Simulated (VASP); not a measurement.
A convergence study with VASP on CaF2 (fluorite): one setting is varied, all else stays as given below, so the limit is that of these other settings.

```
CaF2
1.0
    0.00000     2.73000     2.73000
    2.73000     0.00000     2.73000
    2.73000     2.73000     0.00000
Ca F
1 2
Direct
  0.00000   0.00000   0.00000
  0.25000   0.25000   0.25000
  0.75000   0.75000   0.75000
```

All values below come from LDA (Ceperley-Alder, Perdew-Zunger), VASP's LDA PAW potentials (set 64) (plane waves; VASP). The tightest run used: 700 eV cut-off, 16×16×16 Γ-centred mesh, Gaussian smearing of 0.050 eV, potentials Ca_sv F.

Task: The settings run are 1×1×1 mesh; 2×2×2 mesh; 3×3×3 mesh; 5×5×5 mesh; 7×7×7 mesh; 9×9×9 mesh; 10×10×10 mesh; 11×11×11 mesh; 12×12×12 mesh; 13×13×13 mesh; 15×15×15 mesh; 16×16×16 mesh. From which on does the stress (every component) stay within 0.1 GPa of the tightest run?

Result: From 3×3×3 mesh on: it is off by 0.01 there and by no more than 0.1 in any finer run, while 2×2×2 mesh is off by 0.45.
| setting | E (eV/atom) | pressure (GPa) | irreducible k-points | difference judged (GPa) |
|---|---|---|---|---|
| 1×1×1 mesh | -6.2829 | -14.69 | 1 | 8.53 |
| 2×2×2 mesh | -6.3086 | -5.72 | 3 | 0.45 |
| 3×3×3 mesh | -6.3223 | -6.16 | 4 | 0.01 |
| 5×5×5 mesh | -6.3230 | -6.16 | 10 | 0.00 |
| 7×7×7 mesh | -6.3229 | -6.16 | 20 | 0.00 |
| 9×9×9 mesh | -6.3229 | -6.17 | 35 | 0.00 |
| 10×10×10 mesh | -6.3229 | -6.17 | 47 | 0.00 |
| 11×11×11 mesh | -6.3229 | -6.17 | 56 | 0.00 |
| 12×12×12 mesh | -6.3229 | -6.17 | 72 | 0.00 |
| 13×13×13 mesh | -6.3229 | -6.17 | 84 | 0.00 |
| 15×15×15 mesh | -6.3229 | -6.17 | 120 | 0.00 |
| 16×16×16 mesh | -6.3229 | -6.17 | 145 | 0.00 |

Left out are rungs that failed or repeat a setting and relaxations that didn't move; long series are thinned to 24 rows.

The compound is CaF2 in the fluorite structure. The cell was not relaxed at this level.
